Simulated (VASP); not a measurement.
## Zr$_{3}$Ge (relaxed from the D03 structure, space group Fm-3m): computed properties

Method: PBEsol GGA, VASP's PBE PAW potentials (set 64) (plane waves; VASP).

```yaml
space_group: Fm-3m (225)
cell: a = 6.787 Å, b = 6.787 Å, c = 6.787 Å, α = 90.00°, β = 90.00°, γ = 90.00°
volume_per_atom: 19.54 Å^3/atom
band gap (over mesh and band path): none (metal, semimetal or under 0.01 eV)
band_gap_with_spin_orbit_coupling: none (metallic)
density: 7.36 g/cm³
```

```
Zr3Ge
1.0
    0.00000     3.39345     3.39345
    3.39345     0.00000     3.39345
    3.39345     3.39345     0.00000
Ge Zr
1 3
Direct
  0.00000   0.00000   0.00000
  0.50000   0.50000   0.50000
  0.25000   0.25000   0.25000
  0.75000   0.75000   0.75000
```

The structure was generated: Zr3Ge was put into the D03 type (Fm-3m), which need not be its known phase. It was relaxed first, which changed the volume by -27 %. Symmetry was kept, so distortions that lower it aren't found.
